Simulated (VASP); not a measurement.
Consider the following.

```
CoSi2
1.0
    0.00000     2.60528     2.60528
    2.60528     0.00000     2.60528
    2.60528     2.60528     0.00000
Co Si
1 2
Direct
  0.00000   0.00000   0.00000
  0.25000   0.25000   0.25000
  0.75000   0.75000   0.75000
```

Calculation: TPSS meta-GGA, VASP's PBE PAW potentials (set 64) (plane waves; VASP). Numerical set-up: 520 eV cut-off, 10×10×10 Γ-centred mesh, first-order Methfessel-Paxton smearing of 0.10 eV, potentials Co Si.

Question: Estimate the energy per atom (σ→0), pressure, band gap (on the k-mesh) with the smallest direct gap where there is one.

Answer: 
```json
{
 "band gap (on the k-mesh)": "none (metal, semimetal or under 0.01 eV)",
 "energy per atom (σ→0)": "-11.927 eV/atom",
 "pressure": "13.69 GPa"
}
```

Total energies compare only between runs with the same potentials, cut-off and functional.

The compound is CoSi2 in the fluorite structure. This cell is one point of a volume scan, at 0.94 of the reference volume. The run is not spin-polarised, so no magnetic state was tried. The electron count is odd and the run is not spin-polarised, which forces a metal.
